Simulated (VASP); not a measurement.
OSZICAR of a VASP run on Lu (hcp):

File OSZICAR:
```
       N       E                     dE             d eps       ncg     rms          rms(c)
DAV:   1     0.452017042891E+02    0.45202E+02   -0.87470E+03  3474   0.147E+03
DAV:   2    -0.655425655291E+01   -0.51756E+02   -0.50743E+02  3371   0.711E+02
DAV:   3    -0.879638429679E+01   -0.22421E+01   -0.21779E+01  3534   0.613E+01
DAV:   4    -0.889916076267E+01   -0.10278E+00   -0.97237E-01  3616   0.107E+01
DAV:   5    -0.890293838559E+01   -0.37776E-02   -0.37713E-02  3441   0.218E+00    0.238E+01
DAV:   6    -0.887752630550E+01    0.25412E-01   -0.47032E-02  3329   0.466E+00    0.142E+01
DAV:   7    -0.888129635543E+01   -0.37700E-02   -0.87776E-02  3209   0.628E+00    0.395E-01
DAV:   8    -0.888118008928E+01    0.11627E-03   -0.67100E-03  3281   0.132E+00    0.791E-02
DAV:   9    -0.888120614882E+01   -0.26060E-04   -0.24641E-04  3444   0.240E-01    0.324E-02
DAV:  10    -0.888120334966E+01    0.27992E-05   -0.28532E-05  3384   0.877E-02    0.455E-02
DAV:  11    -0.888120348878E+01   -0.13912E-06   -0.27575E-06  3327   0.236E-02    0.171E-03
DAV:  12    -0.888120366863E+01   -0.17985E-06   -0.13260E-07  1983   0.787E-03    0.237E-03
DAV:  13    -0.888120366392E+01    0.47035E-08   -0.28662E-08  1783   0.947E-03
   1 F= -.88812037E+01 E0= -.88812900E+01  d E =-.888120E+01
       N       E                     dE             d eps       ncg     rms          rms(c)
DAV:   1    -0.888131241999E+01   -0.10875E-03   -0.34913E-03  3115   0.829E-01    0.462E-02
DAV:   2    -0.888126425613E+01    0.48164E-04   -0.10818E-04  3337   0.164E-01    0.258E-02
DAV:   3    -0.888123918878E+01    0.25067E-04   -0.27513E-05  3786   0.680E-02    0.138E-02
DAV:   4    -0.888123923599E+01   -0.47205E-07   -0.35729E-06  3246   0.164E-02    0.516E-03
DAV:   5    -0.888123921590E+01    0.20086E-07   -0.66646E-08  1581   0.694E-03
   2 F= -.88812392E+01 E0= -.88813182E+01  d E =-.355520E-04
```

Question: Which electronic solver shows in the log?

Answer: It is blocked Davidson (ALGO = Normal, or the opening steps of other solvers). The INCAR had ALGO = Normal.

Question: Can the final energy be trusted as converged?

Answer: The calculation finished and met its thresholds. It stopped with EDIFF = 1E-7, NELM = 100, NSW = 30 and EDIFFG = -0.01 after 2 ionic steps (PW91 GGA, plane waves, VASP's PBE PAW potentials (set 64)).

The compound is Lu in the hcp structure. This cell is one point of a volume scan, at 1.06 of the reference volume. Symmetry was kept, so distortions that lower it aren't found.
